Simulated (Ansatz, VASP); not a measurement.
**One calculation of PN, two programs**

The input INCAR:

```
  PREC = Accurate
  ENCUT = 520
  EDIFF = 1E-7
  ISMEAR = 0
  SIGMA = 0.1
  LREAL = False
  LASPH = True
  NELM = 60
  ALGO = Normal
  ISIF = 2
  LWAVE = False
  LCHARG = False
  GGA = PE
  NBANDS = 18
```

The input KPOINTS:

```
regular mesh
0
Gamma
  6 6 6
```

The input POSCAR:

```
PN
1.0
    1.3396219000     -4.3915291500      0.0000000000
    1.3396219000      4.3915291500      0.0000000000
    0.0000000000      0.0000000000      2.7867909100
P N
2 2
Direct
    0.1949989000      0.8050011000      0.0000000000
    0.8050011000      0.1949989000      0.0000000000
    0.0940261200      0.9059738800      0.5000000000
    0.9059738800      0.0940261200      0.5000000000
```

Input for Ansatz:

```yaml
crystal:
  lattice:
    - [1.3396219, -4.39152915, 0.0]
    - [1.3396219, 4.39152915, 0.0]
    - [0.0, 0.0, 2.78679091]
  atoms:
    - { symbol: P, position: [0.1949989, 0.8050011, 0.0] }
    - { symbol: P, position: [0.8050011, 0.1949989, 0.0] }
    - { symbol: "N", position: [0.09402612, 0.90597388, 0.5] }
    - { symbol: "N", position: [0.90597388, 0.09402612, 0.5] }
basis:
  ecutwfc: 420
kpoints:
  mp_grid: { grid: [6, 6, 6] }
hamiltonian:
  xc: pbe
scf:
  occupations: { method: gaussian, width: 0.1 }
  lower_state_search: "off"
output:
  forces: true
  stress: true
  eigenvalues: true
```

Alike in both runs: task single point; functional PBE; k mesh 6 × 6 × 6; occupations gaussian, width 0.1 eV; no spin polarisation.

|  | VASP | Ansatz |
| --- | --- | --- |
| version | VASP 6.6.1 | Ansatz 0.2.0 |
| potentials or method | VASP PAW PBE potentials, release 64 (P, N) | scalar-relativistic, plane waves, PAW |
| plane-wave cutoff (eV) | 520 | 420 |
| valence electrons in the cell | 20 | 20 |

Ansatz gave:

| Item | Value |
| --- | --- |
| gap on the k mesh at the Fermi level (eV) | none |
| rms of the force components (eV/Å) | 9.767 |

Q: What did VASP give for the same quantities?

A: gap on the k mesh at the Fermi level (eV): none; rms of the force components (eV/Å): 9.653.

Atom by atom the forces differ by 0.116 eV/Å (rms over components). A gap of «none» marks a metal or a gap that the smearing closes. The functional is the same, so the differences come from potentials, cutoffs and numerics.

Caveats: the k mesh is coarse (spacing up to 0.41 Å⁻¹), so the values aren't converged; forces of over 1 eV/Å show positions far from the minimum, so gaps and moduli don't describe the material at rest.
